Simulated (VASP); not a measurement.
A convergence study with VASP on MgO (rock salt): one setting is varied, all else stays as given below, so the limit is that of these other settings.

```
MgO
1.0
    0.00000     2.10500     2.10500
    2.10500     0.00000     2.10500
    2.10500     2.10500     0.00000
Mg O
1 1
Direct
  0.00000   0.00000   0.00000
  0.50000   0.50000   0.50000
```

The numbers are results of PBEsol GGA, VASP's PBE PAW potentials (set 64) (plane waves; VASP 6.6.1), not measurements. The tightest run used: 700 eV cut-off, 16×16×16 Monkhorst-Pack mesh, Gaussian smearing of 0.050 eV, potentials Mg O.

The settings run are 1×1×1 mesh; 2×2×2 mesh; 3×3×3 mesh; 4×4×4 mesh; 5×5×5 mesh; 6×6×6 mesh; 7×7×7 mesh; 8×8×8 mesh; 9×9×9 mesh; 10×10×10 mesh; 11×11×11 mesh; 12×12×12 mesh; 13×13×13 mesh; 14×14×14 mesh; 15×15×15 mesh; 16×16×16 mesh. From which on does the stress (every component) stay within 0.2 GPa of the tightest run?

From 4×4×4 mesh on: it is off by 0.00 there and by no more than 0.2 in any finer run, while 3×3×3 mesh is off by 0.47.
```json
[
 {"setting": "1×1×1 mesh", "E (eV/atom)": "-0.7363", "pressure (GPa)": "70.00", "irreducible k-points": "1", "difference judged (GPa)": "70.28"},
 {"setting": "2×2×2 mesh", "E (eV/atom)": "-6.2555", "pressure (GPa)": "-0.27", "irreducible k-points": "2", "difference judged (GPa)": "0.02"},
 {"setting": "3×3×3 mesh", "E (eV/atom)": "-6.2110", "pressure (GPa)": "0.19", "irreducible k-points": "4", "difference judged (GPa)": "0.47"},
 {"setting": "4×4×4 mesh", "E (eV/atom)": "-6.2592", "pressure (GPa)": "-0.28", "irreducible k-points": "10", "difference judged (GPa)": "0.00"},
 {"setting": "5×5×5 mesh", "E (eV/atom)": "-6.2581", "pressure (GPa)": "-0.29", "irreducible k-points": "10", "difference judged (GPa)": "0.00"},
 {"setting": "6×6×6 mesh", "E (eV/atom)": "-6.2592", "pressure (GPa)": "-0.28", "irreducible k-points": "28", "difference judged (GPa)": "0.00"},
 {"setting": "7×7×7 mesh", "E (eV/atom)": "-6.2591", "pressure (GPa)": "-0.29", "irreducible k-points": "20", "difference judged (GPa)": "0.00"},
 {"setting": "8×8×8 mesh", "E (eV/atom)": "-6.2592", "pressure (GPa)": "-0.28", "irreducible k-points": "60", "difference judged (GPa)": "0.00"},
 {"setting": "9×9×9 mesh", "E (eV/atom)": "-6.2592", "pressure (GPa)": "-0.28", "irreducible k-points": "35", "difference judged (GPa)": "0.00"},
 {"setting": "10×10×10 mesh", "E (eV/atom)": "-6.2592", "pressure (GPa)": "-0.28", "irreducible k-points": "110", "difference judged (GPa)": "0.00"},
 {"setting": "11×11×11 mesh", "E (eV/atom)": "-6.2592", "pressure (GPa)": "-0.28", "irreducible k-points": "56", "difference judged (GPa)": "0.00"},
 {"setting": "12×12×12 mesh", "E (eV/atom)": "-6.2592", "pressure (GPa)": "-0.28", "irreducible k-points": "182", "difference judged (GPa)": "0.00"},
 {"setting": "13×13×13 mesh", "E (eV/atom)": "-6.2592", "pressure (GPa)": "-0.28", "irreducible k-points": "84", "difference judged (GPa)": "0.00"},
 {"setting": "14×14×14 mesh", "E (eV/atom)": "-6.2592", "pressure (GPa)": "-0.28", "irreducible k-points": "280", "difference judged (GPa)": "0.00"},
 {"setting": "15×15×15 mesh", "E (eV/atom)": "-6.2592", "pressure (GPa)": "-0.28", "irreducible k-points": "120", "difference judged (GPa)": "0.00"},
 {"setting": "16×16×16 mesh", "E (eV/atom)": "-6.2592", "pressure (GPa)": "-0.28", "irreducible k-points": "408", "difference judged (GPa)": "0.00"}
]
```

Left out are rungs that failed or repeat a setting and relaxations that didn't move; long series are thinned to 24 rows.

The compound is MgO in the rock salt structure. The cell was not relaxed at this level.
